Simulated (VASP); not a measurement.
Method: rev-vdW-DF2, VASP's PBE PAW potentials (set 64) (plane waves; VASP).

VASP ran on this input.

### POSCAR
```
Hf
1.0
  1.5868451518  -2.7484963891   0.0000000000
  1.5868451518   2.7484963891   0.0000000000
  0.0000000000   0.0000000000   5.0201967138
Hf
2
Direct
  0.3333330000   0.6666670000   0.2500000000
  0.6666670000   0.3333330000   0.7500000000
```

INCAR:
```
AGGAC = 0.0
ALGO = Normal
EDIFF = 1E-7
ENCUT = 520
GGA = MK
ICHARG = 11
ISMEAR = 0
LASPH = T
LCHARG = F
LMAXMIX = 6
LORBIT = 11
LREAL = F
LUSE_VDW = T
LWAVE = F
NELM = 100
PARAM1 = 0.1234568
PARAM2 = 0.7114
PREC = Accurate
SIGMA = 0.05
SYSTEM = Hf
ZAB_VDW = -1.8867
```

File KPOINTS:
```
k-points along high-symmetry lines
10
Line-mode
Reciprocal
  0.000000   0.000000   0.000000 ! GAMMA
  0.000000   0.500000   0.000000 ! M

  0.000000   0.500000   0.000000 ! M
 -0.333333   0.666667   0.000000 ! K

 -0.333333   0.666667   0.000000 ! K
  0.000000   0.000000   0.000000 ! GAMMA

  0.000000   0.000000   0.000000 ! GAMMA
  0.000000   0.000000   0.500000 ! A

  0.000000   0.000000   0.500000 ! A
  0.000000   0.500000   0.500000 ! L

  0.000000   0.500000   0.500000 ! L
 -0.333333   0.666667   0.500000 ! H

 -0.333333   0.666667   0.500000 ! H
  0.000000   0.000000   0.500000 ! A

  0.000000   0.500000   0.500000 ! L
  0.000000   0.500000   0.000000 ! M

 -0.333333   0.666667   0.500000 ! H
 -0.333333   0.666667   0.000000 ! K
```

POTCAR, in this order: Hf_pv (PBE.64 set). Program: vasp_std. Read from the step before: CHGCAR.

The resulting files:

File OSZICAR:
```
       N       E                     dE             d eps       ncg     rms          rms(c)
DAV:   1     0.534037369591E+02    0.53404E+02   -0.11961E+04  2528   0.136E+03
DAV:   2    -0.134638854607E+02   -0.66868E+02   -0.65344E+02  3120   0.271E+02
DAV:   3    -0.156129923603E+02   -0.21491E+01   -0.20573E+01  3470   0.316E+01
DAV:   4    -0.156363352008E+02   -0.23343E-01   -0.23319E-01  2970   0.394E+00
DAV:   5    -0.156367163348E+02   -0.38113E-03   -0.38109E-03  3462   0.409E-01
DAV:   6    -0.156367252678E+02   -0.89330E-05   -0.89323E-05  3174   0.551E-02
DAV:   7    -0.156367256363E+02   -0.36852E-06   -0.36840E-06  3380   0.809E-03
DAV:   8    -0.156367256495E+02   -0.13226E-07   -0.13745E-07  2794   0.144E-03
   1 F= -.15636726E+02 E0= -.15635033E+02  d E =-.338438E-02
```

**OUTCAR**
```
 val. band max:        5.0837275169   @ k =  -0.3333   0.6667   0.2222

 cond. band min:       5.0923241981   @ k =  -0.0741   0.1481   0.0000



 k-point     1 :       0.0000    0.0000    0.0000
  band No.  band energies     occupation
      1     -26.1028      2.00000
      2     -25.3002      2.00000
      3     -25.3002      2.00000
      4     -25.1704      2.00000
      5     -25.1632      2.00000
      6     -25.1632      2.00000
      7      -2.4677      2.00000
      8       1.1923      2.00000
      9       5.7481      0.00000
     10       6.1275      0.00000
     11       6.1275      0.00000
     12       6.4136      0.00000
     13       6.9703      0.00000
     14       6.9703      0.00000

 k-point     2 :       0.0000    0.0556    0.0000
  band No.  band energies     occupation
      1     -26.0942      2.00000
      2     -25.3187      2.00000
      3     -25.3064      2.00000
      4     -25.1829      2.00000
      5     -25.1743      2.00000
      6     -25.1656      2.00000
      7      -2.3712      2.00000
      8       1.2878      2.00000
      9       5.6094      0.00000
     10       5.8385      0.00000
     11       6.2179      0.00000
     12       6.6428      0.00000
     13       6.8658      0.00000
     14       7.0562      0.00000

 k-point     3 :       0.0000    0.1111    0.0000
  band No.  band energies     occupation
      1     -26.0688      2.00000
      2     -25.3722      2.00000
      3     -25.3242      2.00000
      4     -25.2389      2.00000
      5     -25.1862      2.00000
      6     -25.1729      2.00000
      7      -2.0881      2.00000
      8       1.5614      2.00000
      9       5.2351      0.00005
     10       5.3856      0.00000
     11       6.4869      0.00000
     12       6.5630      0.00000
     13       6.9903      0.00000
     14       7.2423      0.00000

 k-point     4 :       0.0000    0.1667    0.0000
  band No.  band energies     occupation
      1     -26.0283      2.00000
...
```

The density is held fixed in this step, so its total energy and stress have no physical meaning. Unless said otherwise, spin-orbit coupling is left out, though it shifts the bands of the heavy elements here.

The compound is Hf in the hcp structure. It was relaxed first.
